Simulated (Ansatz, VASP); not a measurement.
# CsBaSi in two plane-wave programs

Wanted: the spread between two codes on one cell, functional and k mesh. The cell is generated by rule, not measured, and may not be a known phase. The cell is taken from a series of runs on this material, whose earlier steps may have relaxed, scaled, displaced or heated it; both programs get it as it stands.

Method: plane waves, with VASP 6.6.1 beside it; zone-centre phonons at PBEsol, in Ansatz 0.2.0.

The structure was built from a prototype and need not be the compound's stable phase.

### Step 1. Starting point

Symmetry: I4/mmm, No. 139, tetragonal system. Conventional cell: a = 6.031 Å, b = 6.031 Å, c = 15.339 Å, α = 90.00°, β = 90.00°, γ = 90.00°. Nearest to Ba lie 4 Si at 3.26 Å and 2 Cs at 3.83 Å. Cs has 2 Ba at 3.83 Å and 4 Si at 3.98 Å and 4 Cs at 4.26 Å nearest. Nearest to Si lie 1 Si at 2.46 Å and 4 Ba at 3.26 Å and 4 Cs at 3.98 Å. Farther neighbours are not listed.

### Step 2. Ansatz: zone-centre phonons, PBEsol

Ansatz runs on its default PAW (the set named soft_2) files.

Second derivatives magnify differences that forces hide, and they need a tight electronic threshold.

input.yaml reads:

```yaml
crystal:
  lattice:
    - [-3.0155089175, 3.0155089175, 7.6692976235]
    - [3.0155089175, -3.0155089175, 7.6692976235]
    - [3.0155089175, 3.0155089175, -7.6692976235]
  atoms:
    - { symbol: Ba, position: [0.5, 0.0, 0.5] }
    - { symbol: Ba, position: [0.0, 0.5, 0.5] }
    - { symbol: Cs, position: [0.75, 0.25, 0.5] }
    - { symbol: Cs, position: [0.25, 0.75, 0.5] }
    - { symbol: Si, position: [0.9198121926, 0.9198121926, 0.0] }
    - { symbol: Si, position: [0.0801878074, 0.0801878074, 0.0] }
kpoints:
  mp_grid: { grid: [8, 8, 8] }
hamiltonian:
  xc: pbesol
scf:
  occupations: { method: methfessel_paxton, width: 0.15 }
output:
  eigenvalues: true
phonons:
  method: dfpt
```

The run is started by

```bash
ansatz run input.yaml --threads 8 --pin off --max-ram 14336MiB --backend cpu --events-out ev --progress --plain --runs-dir out
```

Numbers of over 12 decimals in the logs are rounded to 6 here.

What it wrote:

```text
zone centre: on kpoints.mp_grid the ground state, and the responses unless they are solved on pairs of k-points, stand on 95 of the mesh's 512 k-points, reduced under 4 symmetry operations, with k and −k counted as one. Each operation leaves every solved displacement unchanged or reverses it
Engine: ansatz 0.2.0, aarch64-unknown-linux-gnu
Pseudopotentials: kind: paw
Pseudopotential: Ba, paw, valence charge 10, recommended cutoff 420 eV (normal), Ba.paw.azcp
Pseudopotential: Cs, paw, valence charge 9, recommended cutoff 420 eV (normal), Cs.paw.azcp
Pseudopotential: Si, paw, valence charge 4, recommended cutoff 420 eV (normal), Si.paw.azcp
Functional definition: PBEsol
  exchange = pbesol_x
  correlation = pbesol_c
Crystal: 6 atoms, lattice volume = 278.957 Å³
Basis set: ecut = 420 eV, 5465 PW (Γ), exchange–correlation on 120×120×120 points (8 copies of the dense FFT grid, shifted against one another)
Bands: 29, of which v1, the nominal top of the filled ones, is band 23 counted from 1 (22 counted from 0)
Symmetry: 16 space group operations
k-points: 95 of 512 (irreducible under 4 space group operations, time reversal used)
Non-local potential: Ba, projectors of the file, l = 0: 3, l = 1: 2, l = 2: 2, l = 3: 2
Non-local potential: Cs, projectors of the file, l = 0: 3, l = 1: 2, l = 2: 2, l = 3: 2
Non-local potential: Si, projectors of the file, l = 0: 2, l = 1: 2, l = 2: 2
PAW form: soft (Blöchl's): semilocal exchange-correlation on the pseudo side does not see the compensation charge
PAW frozen core: Ba, regenerated for the run's functional, and the local potential with it (the file was generated under x = pbe(κ = 0.804, μ = 0.219515), c = pbe(β = 0.066725))
PAW frozen core: Cs, regenerated for the run's functional, and the local potential with it (the file was generated under x = pbe(κ = 0.804, μ = 0.219515), c = pbe(β = 0.066725))
PAW frozen core: Si, regenerated for the run's functional, and the local potential with it (the file was generated under x = pbe(κ = 0.804, μ = 0.219515), c = pbe(β = 0.066725))
PAW one-centre angular grid: Ba, 194 points (default); XC on 64 Gauss nodes
PAW one-centre angular grid: Cs, 194 points (default); XC on 64 Gauss nodes
PAW one-centre angular grid: Si, 110 points (default); XC on 64 Gauss nodes
Initial density: superposition of atomic densities (neutral atoms: chi_scale 0, normalization atom), corrected by the library's trained network
Initial wavefunctions: pseudopotential atomic-orbital guess
Functional: x = pbesol(κ = 0.804, μ = 0.123457), c = pbesol(β = 0.046)
SCF iter   1: F=—  HF=-24140.132250 eV  |F-HF|=—  |Δ(HF+E_count)|=         —  Δρ=2.53e-3  dr2=7.45e-2  ethr=1.77e-3  ⟨swp⟩=11.3  Hψ=16526  notcnv=0  defer=1
preconditioner: auto → Kerker (q_TF=auto, 2.020 Å⁻¹)  [metal: Δε(μ)=0.009 eV  Ē_g=9.579 eV  σ=0.150 eV  W_gap=0.05  n_scr=32 (ndim 8)  ℏωp=13.7 eV  f_vac=0.004  D(μ)=6.21/eV (n_scr^D=32)]
SCF iter   2: F=—  HF=-24140.122382 eV  |F-HF|=—  |Δ(HF+E_count)|=   9.87e-3  S|Δr|=    0.00e0  Δρ=1.38e-3  dr2=2.06e-2  ethr=1.62e-4  ⟨swp⟩=1.4  Hψ=4063  notcnv=0
SCF iter   3: F=—  HF=-24140.120105 eV  |F-HF|=—  |Δ(HF+E_count)|=   2.28e-3  S|Δr|=    0.00e0  Δρ=3.67e-4  dr2=9.05e-4  ethr=4.47e-5  ⟨swp⟩=2.0  Hψ=3388  notcnv=0
SCF iter   4: F=—  HF=-24140.120250 eV  |F-HF|=—  |Δ(HF+E_count)|=   1.45e-4  S|Δr|=    0.00e0  Δρ=1.50e-4  dr2=2.16e-4  ethr=1.97e-6  ⟨swp⟩=2.0  Hψ=4371  notcnv=0
SCF iter   5: F=—  HF=-24140.120256 eV  |F-HF|=—  |Δ(HF+E_count)|=   5.84e-6  S|Δr|=    0.00e0  Δρ=4.80e-5  dr2=2.02e-5  ethr=4.69e-7  ⟨swp⟩=2.0  Hψ=3552  notcnv=0
SCF iter   6: F=—  HF=-24140.120260 eV  |F-HF|=—  |Δ(HF+E_count)|=   3.98e-6  S|Δr|=    0.00e0  Δρ=1.39e-5  dr2=2.27e-6  ethr=4.39e-8  ⟨swp⟩=2.0  Hψ=3574  notcnv=0
SCF iter   7: F=—  HF=-24140.120216 eV  |F-HF|=—  |Δ(HF+E_count)|=   4.45e-5  S|Δr|=    0.00e0  Δρ=4.07e-6  dr2=2.28e-7  ethr=4.94e-9  ⟨swp⟩=2.1  Hψ=3285  notcnv=0
SCF iter   8: F=—  HF=-24140.120216 eV  |F-HF|=—  |Δ(HF+E_count)|=   2.96e-8  S|Δr|=    0.00e0  Δρ=1.34e-6  dr2=2.29e-8  ethr=4.96e-10  ⟨swp⟩=2.1  Hψ=4104  notcnv=0
SCF iter   9: F=—  HF=-24140.120216 eV  |F-HF|=—  |Δ(HF+E_count)|=   1.52e-9  S|Δr|=    0.00e0  Δρ=5.10e-7  dr2=2.14e-9  ethr=4.98e-11  ⟨swp⟩=2.1  Hψ=3887  notcnv=0
SCF iter  10: F=—  HF=-24140.120216 eV  |F-HF|=—  |Δ(HF+E_count)|=   1.06e-9  S|Δr|=    0.00e0  Δρ=1.14e-7  dr2=8.22e-11  ethr=4.64e-12  ⟨swp⟩=2.0  Hψ=4277  notcnv=0
SCF iter  11: F=-24140.120216 eV  HF=-24140.120216 eV  |F-HF|=7.28e-12  |Δ(HF+E_count)|=  6.55e-11  S|Δr|=    0.00e0  Δρ=3.29e-8  dr2=9.26e-12  ethr=1.00e-12  ⟨swp⟩=11.7  Hψ=15179  notcnv=0
SCF 1 converged in 11 iterations: F = -24140.120216 eV  dr2 = 9.26e-12
  greatest PAW one-centre occupation: 0.956 electrons in one spin orbital (limit 2), on the Ba atom at site 1 (counted from 0), in its partial waves of l = 0
DFPT response loops at Γ: preconditioner auto → Kerker (q_TF=auto, 2.020 Å⁻¹) (partly filled bands, converged f_vac=0.000); β = 1.00, the filter's whole step (`scf.mixing.beta` (0.50) is not read by the response loops under this deck's `scf.mixing.preconditioner`; to damp them name `kerker` or `kerker_dos`, under which they read `scf.mixing.beta`, and type it under 1.00, their step now; both keys bind the ground state too); Broyden in place of MSR1
SCF converged after 11 iterations
Stability not checked: this state was not tested for a lower state beside it, because cold or Methfessel-Paxton smearing, or corrected tetrahedra, fill the levels in a way that the test cannot read (fill_not_monotonic; see scf.lower_state_search)
Free energy (F): -24140.120216 eV
Harris-Foulkes:  -24140.120216 eV  (|F-HF|=7.28e-12)
Internal energy: -24140.121066 eV  (E = F + TS)
E sigma→0 (E₀):  -24140.120428 eV
Entropy (-TS):   0.000850 eV (0.142 meV/atom)
Fermi energy:    5.593017 eV
Step filling:    the computed levels leave a gap of 0.0000 eV = 0.0 smearing widths at the electron count; against every level under it full and every level over it empty, smearing changes F+E_penalty+E_count by +2.283 meV and its σ→0 estimate by +2.071 meV
--- Per-component energies (eV) ---
  E_band       = -262.475141
  E_kinetic    = 700.114234
  E_local      = -1458.672107  (includes V_loc(G=0)·N_el)
  E_nonlocal   = 231.238362
  E_hartree    = 500.599116
  E_xc         = -786.493796
  E_vxc        = -614.633261  (∫ρ·V_xc dr)
  E_paw        = -21245.277938  (= ΣΔE_a)
  E_vpaw       = -121.720598  (= ΣTr[D̂ρ^β])
  E_aug_tail   = 0.000007  (compensation charges beyond the density's cutoff)
  E_ewald      = -2082.283251
  E_core_change = 0.654308  (= ΣΔE_core)
  E_smearing   = 0.000850  (= −TS)
  E_closure    = 0.000000  (closes the sum)
  Σ components = -24140.120216   (vs F -24140.120216, Δ=0.00e0)
--- Band table (eV; the first three rows and the last of 95) ---
  k-point 0: bands = [... 19 lower, 5.0435, 5.0817, 5.0817, 5.1289, 5.1289, 6.1197, 6.3576, 6.8179, ... 2 higher]
  k-point 1: bands = [... 19 lower, 4.6258, 4.8881, 5.1872, 5.2194, 5.4573, 6.3372, 6.3923, 6.9264, ... 2 higher]
  k-point 2: bands = [... 19 lower, 4.0891, 4.3171, 5.4443, 5.5674, 5.8086, 6.2633, 6.7088, 7.1484, ... 2 higher]
  k-point 94: bands = [... 19 lower, 4.7091, 4.7091, 4.8216, 5.3752, 5.3752, 5.8252, 6.2198, 6.9469, ... 2 higher]
--- Phonons (Γ-DFPT): 7 representative perturbations + reference, on 95 of 512 k-points (Σ response iterations 22) ---
  k mesh reduced under 4 symmetry operations, with k and −k counted as one. Each operation leaves every solved displacement unchanged or reverses it
  ASR residual: 1.872e-5 → 0.000e0 eV/Å²; symmetrization residual: 2.557e-6 eV/Å²
  ASR residual per site (eV/Å²): 1.87e-5 1.87e-5 6.35e-6 6.35e-6 1.49e-5 1.49e-5
  Γ frequencies (cm⁻¹): 0.00 0.00 0.00 10.91 10.91 42.97 42.97 46.95 53.97 53.97 72.18 73.44 155.46 162.32 162.32 178.24 178.24 289.20
  non-analytic LO–TO correction: not included (Born effective charges unavailable; polar crystals: no LO–TO splitting at Γ)
```

Reading the cycles: dr2 is the Hartree energy of the density residual (eV), the measure of convergence; HF is the Harris–Foulkes estimate of the energy, which meets the free energy F at convergence.

[end of part 1 of 3]

[Lines on the potential files, build, host, timing and source positions are cut from VASP's logs without a mark.]

[Logs are printed without paths, hosts, clocks, repeated set-up lines and the standing remarks that a program may print on its own settings, such as how far it seeks lower states.]

[Hosts, paths, dates, database ids (printed as entryN), source tags and the programs' standing remarks are cut or masked in the printed files.]
